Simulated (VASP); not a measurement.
Data:

```
RbCl
1.0
    0.00000     2.75280     2.75280
    2.75280     0.00000     2.75280
    2.75280     2.75280     0.00000
Rb Cl
1 1
Direct
  0.00000   0.00000   0.00000
  0.50000   0.50000   0.50000
```

Computed with LDA (Ceperley-Alder, Perdew-Zunger), VASP's LDA PAW potentials (set 64) (plane waves; VASP 6.6.1). Run with 500 eV cut-off, 8×8×8 Γ-centred mesh, Gaussian smearing of 0.050 eV, potentials Rb_sv Cl.

**Question.** Estimate the energy per atom (σ→0), pressure, band gap (on the k-mesh) with the smallest direct gap where there is one.

**Answer.** 
The band gap (on the k-mesh) is 4.16 eV. The smallest direct gap (on the k-mesh) is 4.16 eV and the energy per atom (σ→0) comes out as -2.932 eV/atom. The pressure is 299.1 kbar.

Only differences to runs with the same potentials and settings are physical.

The compound is RbCl in the rock salt structure. It was relaxed first under an external pressure of 30 GPa.
